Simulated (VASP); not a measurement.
Computed with revPBE GGA, VASP's PBE PAW potentials (set 64) (plane waves; VASP 6.6.1).

A VASP calculation is set up with these files.

**POSCAR**
```
KBr
1
    0.0000000000     3.4465791079     3.4465791079
    3.4465791079     0.0000000000     3.4465791079
    3.4465791079     3.4465791079     0.0000000000
K Br
1 1
Direct
  0.0000000000   0.0000000000   0.0000000000
  0.5000000000   0.5000000000   0.5000000000
```

**KPOINTS**
```
Automatic mesh
0
Gamma
7 7 7
0 0 0
```

### INCAR
```
SYSTEM = KBr
PREC = Accurate
ENCUT = 520
EDIFF = 1E-7
NELM = 100
ALGO = Normal
LREAL = .FALSE.
LASPH = .TRUE.
ISMEAR = 0
SIGMA = 0.05
GGA = RE
LMAXMIX = 4
LWAVE = .FALSE.
LCHARG = .FALSE.
ISIF = 2
```

POTCAR, in this order: K_sv Br (PBE.64 set). Program: vasp_std.

Q: Predict the energy per atom (σ→0), band gap (on the k-mesh).

A: 
The energy per atom (σ→0) is -2.960 eV/atom and the band gap (on the k-mesh) is 4.40 eV.

### OSZICAR
```
...
DAV:   9    -0.591909264261E+01   -0.17819E-02   -0.20420E-03   628   0.321E-01    0.102E-01
DAV:  10    -0.592010442807E+01   -0.10118E-02   -0.15092E-03   524   0.291E-01    0.248E-02
DAV:  11    -0.592012385863E+01   -0.19431E-04   -0.57431E-05   700   0.473E-02    0.906E-03
DAV:  12    -0.592013687843E+01   -0.13020E-04   -0.16021E-05   568   0.336E-02    0.642E-03
DAV:  13    -0.592013859316E+01   -0.17147E-05   -0.28082E-06   620   0.111E-02    0.126E-03
DAV:  14    -0.592013909956E+01   -0.50640E-06   -0.12771E-06   576   0.880E-03    0.483E-04
DAV:  15    -0.592013910241E+01   -0.28469E-08   -0.12915E-08   472   0.104E-03
   1 F= -.59201391E+01 E0= -.59201391E+01  d E =-.121398E-15
```

The compound is KBr in the rock salt structure. It was relaxed first, which changed the volume by +14 %.
